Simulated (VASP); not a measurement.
VASP ran on this input.

POSCAR:
```
CoAl
1
    2.8158927942     0.0000000000     0.0000000000
   -0.0000000000     2.8158927942     0.0000000000
   -0.0000000000    -0.0000000000     2.8158927942
Al Co
1 1
Direct
  0.5000000000   0.5000000000   0.5000000000
  0.0000000000   0.0000000000   0.0000000000
```

KPOINTS:
```
Automatic mesh
0
Gamma
12 12 12
0 0 0
```

**INCAR**
```
SYSTEM = CoAl
PREC = Accurate; ENCUT = 520; LREAL = .False.
LASPH = .True.
EDIFF = 1E-6; NELM = 100; ALGO = Normal
LMAXMIX = 4; LMIXTAU = .True.
ISMEAR = 1; SIGMA = 0.1
METAGGA = R2SCAN; LUSE_VDW = .True.; BPARAM = 11.95
CPARAM = 0.0093
IBRION = 2; NSW = 60; ISIF = 3
EDIFFG = -0.01
LWAVE = .False.; LCHARG = .False.
```

POTCAR, in this order: Al Co (PBE.64 set). Program: vasp_std.

### Question
Write an equivalent input for Ansatz.

### Answer
One equivalent input (not run):
Ansatz 0.2 input:
```yaml
crystal:
  lattice:
    - [2.8158928, 0.0000000, 0.0000000]
    - [0.0000000, 2.8158928, 0.0000000]
    - [0.0000000, 0.0000000, 2.8158928]
  atoms:
    - { symbol: Al, position: [0.5000000, 0.5000000, 0.5000000] }
    - { symbol: Co, position: [0.0000000, 0.0000000, 0.0000000] }
kpoints:
  mp_grid: { grid: [12, 12, 12] }
hamiltonian:
  xc: r2scan
  dispersion: rvv10
  pseudopotentials: { kind: paw }
scf:
  occupations: { method: methfessel_paxton, width: 0.1 }
  max_iter: 100
relax:
  max_steps: 60
  f_tol: 0.01
  cell: {}
output: { forces: true, stress: true, eigenvalues: true }
```
What does not carry over: each code has its own PAW files, so the cut-off isn't converted (ENCUT is set for VASP's; basis.ecutwfc is left out, and Ansatz then takes the one that its files recommend); Ansatz stops its SCF on the density residual and VASP on the energy change (EDIFF).

The compound is CoAl in the CsCl type structure. This run relaxes it. Symmetry was kept, so distortions that lower it aren't found. The start is the result of an earlier pass.
